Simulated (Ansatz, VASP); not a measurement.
# SnW: VASP beside Ansatz, part 2 of 2

Wanted: the spread between two codes on one cell, functional and k mesh. The cell is generated by rule, not measured, and may not be a known phase. The cell is taken from a series of runs on this material, whose earlier steps may have relaxed, scaled, displaced or heated it; both programs get it as it stands.

VASP 6.6.1 and Ansatz 0.2.0.

So far: The structure; Ansatz: relaxation of cell and atoms, LDA; VASP: relaxation of cell and atoms, LDA; Comparison.

## 5. VASP: zone-centre phonons, LDA

Level of this step: LDA; plane waves and PAW (Sn_d, W); invented cell (VASP).

Second derivatives magnify differences that forces hide, and they need a tight electronic threshold.

INCAR reads:

```
SYSTEM = SnW
PREC = Accurate
ENCUT = 600
EDIFF = 1E-08
NELM = 120
ISMEAR = 0
SIGMA = 0.27211
LREAL = .FALSE.
ALGO = Normal
GGA = CA
NBANDS = 16
LASPH = .TRUE.
LORBIT = 11
LWAVE = .FALSE.
LCHARG = .FALSE.
ISIF = 2
IBRION = 8
GGA_COMPAT = .FALSE.
KPAR = 2
```

POSCAR reads:

```
SnW
1.0
    3.2686087062      0.0000000000      0.0000000000
    0.0000000000      3.2686087062      0.0000000000
    0.0000000000      0.0000000000      3.2686087062
Sn W
1 1
Direct
    0.0000000000      0.0000000000      0.0000000000
    0.5000000000      0.5000000000      0.5000000000
```

KPOINTS reads:

```
Automatic mesh
0
Gamma
8 8 8
0 0 0
```

The projector-augmented-wave data sets are Sn_d and W (LDA family, release 64).

On the command line:

```sh
$ mpirun -np 2 vasp_std
```

Numbers of over 12 decimals in the logs are rounded to 6 here.

The log of the run:

```text
[... set-up lines as in an earlier step ...]
 entering main loop
       N       E                     dE             d eps       ncg     rms          rms(c)
DAV:   1     0.128308052857E+03    0.12831E+03   -0.10905E+04  1152   0.199E+03
DAV:   2    -0.761661103519E+01   -0.13592E+03   -0.13240E+03  1264   0.429E+02
DAV:   3    -0.178449448269E+02   -0.10228E+02   -0.10091E+02  1328   0.948E+01
DAV:   4    -0.180596214444E+02   -0.21468E+00   -0.21455E+00  1352   0.149E+01
[...]
DAV:  12    -0.173332412626E+02    0.29929E-06   -0.10529E-06  1528   0.123E-02    0.519E-03
DAV:  13    -0.173332412423E+02    0.20357E-07   -0.22724E-08  1168   0.135E-03    0.504E-04
DAV:  14    -0.173332412422E+02    0.11232E-09   -0.37038E-09   808   0.463E-04
   1 F= -.17333241E+02 E0= -.17290450E+02  d E =-.855821E-01
 Linear response reoptimize wavefunctions to high precision
DAV:   1    -0.173332412422E+02   -0.12278E-10   -0.52180E-10   832   0.227E-04
 Linear response DOF=           2
 Linear response progress:
  Degree of freedom:   1/  2
[...]
RMM:  13    -0.216814391292E+00    0.13074E-06    0.12353E-07  4739   0.891E-05    0.224E-06
RMM:  14    -0.216814345416E+00    0.45875E-07    0.77137E-08  5141   0.605E-05    0.741E-07
RMM:  15    -0.216814337325E+00    0.80918E-08    0.52940E-08  4581   0.424E-05    0.703E-07
 first order change of Fermi-energy   0.15649E-03
 force on displaced ion       1 direction 1 :  -8.268  -0.000   0.000
 Linear response progress:
  Degree of freedom:   2/  2
       N       E                     dE             d eps       ncg     rms          rms(c)
RMM:   1    -0.122175181557E+00   -0.12218E+00   -0.82620E-02  4365   0.144E+00
RMM:   2    -0.122314510546E+00   -0.13933E-03   -0.13529E-03  4307   0.230E-01    0.950E-02
RMM:   3    -0.122013312547E+00    0.30120E-03   -0.14519E-04  4453   0.860E-02    0.525E-02
RMM:   4    -0.121938007882E+00    0.75305E-04   -0.18577E-04  4435   0.913E-02    0.100E-02
[...]
RMM:   9    -0.121948336314E+00    0.21942E-06    0.35282E-09  4584   0.950E-05    0.154E-05
RMM:  10    -0.121948312216E+00    0.24098E-07    0.42698E-09  4850   0.364E-05    0.488E-06
RMM:  11    -0.121948320085E+00   -0.78685E-08   -0.98046E-10  4690   0.195E-05    0.978E-07
 first order change of Fermi-energy   0.10126E-02
 force on displaced ion       2 direction 1 :  -8.268  -0.000  -0.000
 Linear response finished
```

OUTCAR, selected parts (step 5):

```text
  Total       -0.0840532     -0.0840532     -0.0840532      0.0000000      0.0000000     -0.0000000
  in kB       -3.8563450     -3.8563450     -3.8563450      0.0000000      0.0000000     -0.0000000
  external PRESSURE =      -3.8563450 kB  Pullay stress =       0.0000000 kB

 POSITION                                       TOTAL-FORCE (eV/Angst)
 -----------------------------------------------------------------------------------
      0.00000      0.00000      0.00000         0.000000      0.000000      0.000000
      1.63430      1.63430      1.63430         0.000000      0.000000      0.000000
 -----------------------------------------------------------------------------------
    total drift:                               -0.000000      0.000000     -0.000000

[... 2 further parts left out ...]
```

## 6. Ansatz: zone-centre phonons, LDA

The same cell, functional (in two slightly different forms), mesh and smearing now go to Ansatz, which takes its cutoff from its data sets.

The cell is taken from a series of runs on this material, whose earlier steps may have relaxed, scaled, displaced or heated it; both programs get it as it stands.

input.yaml reads:

```yaml
crystal:
  lattice:
    - [3.2686087062, 0.0, 0.0]
    - [0.0, 3.2686087062, 0.0]
    - [0.0, 0.0, 3.2686087062]
  atoms:
    - { symbol: Sn, position: [0.0, 0.0, 0.0] }
    - { symbol: W, position: [0.5, 0.5, 0.5] }
kpoints:
  mp_grid: { grid: [8, 8, 8] }
hamiltonian:
  xc: lda
scf:
  occupations: { method: gaussian, width: 0.27211 }
output:
  eigenvalues: true
phonons:
  method: dfpt
```

On the command line:

```sh
$ ansatz run input.yaml --threads 4 --pin off --max-ram 8192MiB --backend cpu --events-out ev --progress --plain --runs-dir out
```

The log of the run:

```text
[...]
Crystal: 2 atoms, lattice volume = 34.921 Å³
Basis set: ecut = 420 eV, 691 PW (Γ), exchange–correlation on 48×48×48 points (8 copies of the dense FFT grid, shifted against one another)
Bands: 18, of which v1, the nominal top of the filled ones, is band 14 counted from 1 (13 counted from 0)
Symmetry: 48 space group operations
k-points: 75 of 512 (irreducible under 8 space group operations, time reversal used)
[...]
k mesh reduced under 8 symmetry operations, with k and −k counted as one. Each operation leaves every solved perturbation unchanged. A smaller set is not used because it would not reduce the number of displacements times k-points to solve
  ASR residual: 2.677e-5 → 0.000e0 eV/Å²; symmetrization residual: 9.936e-6 eV/Å²
  ASR residual per site (eV/Å²): 1.36e-6 2.68e-5
  Γ frequencies (cm⁻¹): 0.00 0.00 0.00 176.18 176.18 176.18
  non-analytic LO–TO correction: not included (Born effective charges unavailable; polar crystals: no LO–TO splitting at Γ)
[key lines of the parts left out:]
SCF converged after 8 iterations
Free energy (F): -16008.008992 eV
Fermi energy:    18.930306 eV
```

## 7. Differences

What differs besides the data sets and the points named for the pairs above, as far as they apply: the data sets hold 28 valence electrons in Ansatz (on its default PAW (the set named soft_2) files) and 20 in VASP. Total energies have different zeros and are not compared.

Both answers:

```tsv
quantity	Ansatz	VASP	difference
optical mode 1 to 3 (cm⁻¹)	176.2	176.6	-0.21 %
```

Modes are paired by rising frequency, not by their patterns, so a pair may set unlike modes beside each other; they are those without the splitting of longitudinal modes.

## 8. Results

```
difference in volume (relaxation of cell and atoms, LDA)                                                          : 0.16 %
r.m.s. difference of the optical zone-centre modes, each program's sorted by frequency (zone-centre phonons, LDA) : 0.37 cm⁻¹
```

In words: The difference in volume is 0.16 % (relaxation of cell and atoms, LDA), within the 1.2 % picked in this series as the mark of a large difference, as far as the stopping tolerances let one tell. The data sets hold unlike numbers of valence electrons (28 in Ansatz and 20 in VASP), so part of the differences comes from the potentials. 1 further run of this series is not shown here. How closely two codes agree says nothing of how well the functional describes the real material.

[Lines on the potential files, build, host, timing and source positions are cut from VASP's logs without a mark.]

[Logs are printed without paths, hosts, clocks, repeated set-up lines and the standing remarks that a program may print on its own settings, such as how far it seeks lower states.]

[Hosts, paths, dates, database ids (printed as entryN), source tags and the programs' standing remarks are cut or masked in the printed files.]
